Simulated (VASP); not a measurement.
Given:

```xyz
6
Lattice="4.7613 0.0000 0.0000 0.0000 4.7706 0.0000 0.0000 0.0000 3.2083" Properties=species:S:1:pos:R:3 pbc="T T T"
Sn     2.3806     2.3853     1.6042
Sn     4.7613     0.0000     0.0000
O      1.4443     1.4710     0.0000
O      3.3170     3.2996     0.0000
O      3.8250     0.9143     1.6042
O      0.9363     3.8563     1.6042
```

All values below come from r2SCAN meta-GGA, VASP's PBE PAW potentials (set 64) (plane waves; VASP). Settings: 520 eV cut-off, 5×5×8 Γ-centred mesh, tetrahedra with Blöchl corrections, potentials Sn_d O.

Unless said otherwise, spin-orbit coupling is left out, though it shifts the bands of the heavy elements here.

### Question
Give the energies of bands 15 to 28 at the high-symmetry points, in eV from the valence-band maximum.

### Answer

```csv
band,Γ,X,S,Y,Z,U,R,T
15,-8.03,-6.48,-5.44,-6.46,-7.05,-6.75,-7.83,-6.78
16,-4.05,-6.48,-5.44,-6.46,-7.05,-6.75,-7.83,-6.78
17,-3.97,-3.05,-3.84,-3.05,-4.17,-5.51,-4.95,-5.50
18,-3.90,-3.05,-3.84,-3.05,-4.17,-5.51,-4.95,-5.50
19,-3.11,-2.91,-2.96,-2.90,-3.71,-4.14,-2.52,-4.14
20,-1.97,-2.91,-2.96,-2.90,-3.71,-4.14,-2.52,-4.14
21,-1.89,-1.94,-1.95,-1.98,-2.59,-1.75,-2.34,-1.69
22,-1.23,-1.94,-1.95,-1.98,-2.59,-1.75,-2.34,-1.69
23,-1.22,-1.17,-1.30,-1.17,-1.66,-1.08,-0.95,-1.12
24,-0.77,-1.17,-1.30,-1.17,-1.66,-1.08,-0.95,-1.12
25,-0.77,-0.61,-0.91,-0.63,-1.25,-0.70,-0.84,-0.68
26,0.00,-0.61,-0.91,-0.63,-1.25,-0.70,-0.84,-0.68
27,1.73,4.93,5.38,4.96,6.81,7.09,5.47,7.07
28,6.76,4.93,5.38,4.96,6.81,7.09,5.47,7.07
```

The gap is direct, 1.73 eV, from the valence maximum at Γ to the conduction minimum at Γ.

The structure comes from a computed database's SnO2 entry (Pnnm); how it stands against other phases isn't given here. It was relaxed first.
